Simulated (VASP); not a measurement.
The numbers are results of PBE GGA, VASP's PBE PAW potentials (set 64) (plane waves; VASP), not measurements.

VASP ran on this input.

File KPOINTS:
```
k-points along high-symmetry lines
10
Line-mode
Reciprocal
  0.000000   0.000000   0.000000 ! GAMMA
 -0.000000   0.500000   0.000000 ! M

 -0.000000   0.500000   0.000000 ! M
 -0.333333   0.666667   0.000000 ! K

 -0.333333   0.666667   0.000000 ! K
  0.000000   0.000000   0.000000 ! GAMMA

  0.000000   0.000000   0.000000 ! GAMMA
  0.000000   0.000000   0.500000 ! A

  0.000000   0.000000   0.500000 ! A
 -0.000000   0.500000   0.500000 ! L

 -0.000000   0.500000   0.500000 ! L
 -0.333333   0.666667   0.500000 ! H

 -0.333333   0.666667   0.500000 ! H
  0.000000   0.000000   0.500000 ! A

 -0.000000   0.500000   0.500000 ! L
 -0.000000   0.500000   0.000000 ! M

 -0.333333   0.666667   0.500000 ! H
 -0.333333   0.666667   0.000000 ! K
```

POSCAR:
```
Tc
8.8059480
  0.1560518394  -0.2702897596   0.0000000000
  0.1560518394   0.2702897596   0.0000000000
  0.0000000000   0.0000000000   0.5000000255
Tc
2
Cartesian
  0.1560518394   0.0900967667   0.1250000064
  0.1560518394  -0.0900967667   0.3750000191
```

**INCAR**
```
# general
SYSTEM =Tc
PREC   =Accurate
ENCUT  =520
LREAL  =.False.
LASPH  =.True.   # aspherical one-centre terms
ICHARG =11

# electronic loop
EDIFF  =1E-7   # SCF stop (eV)
NELM   =100   # most electronic steps
ALGO   =Normal   # blocked Davidson
LMAXMIX=4   # l cut-off of mixed one-centre charges

# smearing
ISMEAR =0
SIGMA  =0.05   # width (eV)

# functional
GGA    =PE   # PBE

# output
LWAVE  =.False.
LCHARG =.False.
LORBIT =11   # lm-projected
```

POTCAR, in this order: Tc_pv (PBE.64 set). Program: vasp_std. Read from the step before: CHGCAR.

What VASP printed:

**OSZICAR**
```
       N       E                     dE             d eps       ncg     rms          rms(c)
DAV:   1     0.311783919953E+03    0.31178E+03   -0.17060E+04  3060   0.162E+03
DAV:   2    -0.125864596908E+02   -0.32437E+03   -0.32057E+03  3353   0.457E+02
DAV:   3    -0.206926313260E+02   -0.81062E+01   -0.78419E+01  3748   0.810E+01
DAV:   4    -0.207852743706E+02   -0.92643E-01   -0.86277E-01  3317   0.777E+00
DAV:   5    -0.207860102954E+02   -0.73592E-03   -0.73582E-03  3509   0.728E-01
DAV:   6    -0.207860204278E+02   -0.10132E-04   -0.10132E-04  3507   0.817E-02
DAV:   7    -0.207860206157E+02   -0.18784E-06   -0.18818E-06  3512   0.972E-03
DAV:   8    -0.207860206197E+02   -0.40527E-08   -0.43767E-08  2093   0.138E-03
   1 F= -.20786021E+02 E0= -.20782767E+02  d E =-.650665E-02
```

File OUTCAR:
```
 val. band max:       12.4622675810   @ k =  -0.3333   0.6667   0.1111

 cond. band min:      12.4640765008   @ k =  -0.2963   0.6481   0.0000



 k-point     1 :       0.0000    0.0000    0.0000
  band No.  band energies     occupation
      1     -26.9024      2.00000
      2     -25.8181      2.00000
      3     -25.8181      2.00000
      4     -25.6345      2.00000
      5     -25.6345      2.00000
      6     -25.5967      2.00000
      7       5.2523      2.00000
      8       7.1596      2.00000
      9      11.0045      2.00000
     10      11.0045      2.00000
     11      11.0815      2.00000
     12      11.7167      2.00000
     13      11.7167      2.00000
     14      12.4022      1.91122
     15      12.4022      1.91106
     16      14.2087      0.00000
     17      15.0426      0.00000

 k-point     2 :       0.0000    0.0556    0.0000
  band No.  band energies     occupation
      1     -26.8901      2.00000
      2     -25.8459      2.00000
      3     -25.8272      2.00000
      4     -25.6635      2.00000
      5     -25.6383      2.00000
      6     -25.6019      2.00000
      7       5.3683      2.00000
      8       7.2544      2.00000
      9      10.7168      2.00000
     10      11.1032      2.00000
     11      11.3347      2.00000
     12      11.6542      2.00000
     13      11.8086      2.00000
     14      12.2663      2.00000
     15      12.3228      1.99992
     16      13.4508      0.00000
     17      15.0933      0.00000

 k-point     3 :       0.0000    0.1111    0.0000
  band No.  band energies     occupation
      1     -26.8538      2.00000
      2     -25.9263      2.00000
      3     -25.8531      2.00000
      4     -25.7463      2.00000
      5     -25.6498      2.00000
      6     -25.6176      2.00000
      7       5.7033      2.00000
      8       7.5150      2.00000
      9      10.3496      2.00000
     10      11.3946      2.00000
     11      11.4451      2.00000
     12      11.6885      2.00000
...
```

The density is held fixed in this step, so its total energy and stress have no physical meaning.

The compound is Tc in the hcp structure. It was relaxed first.
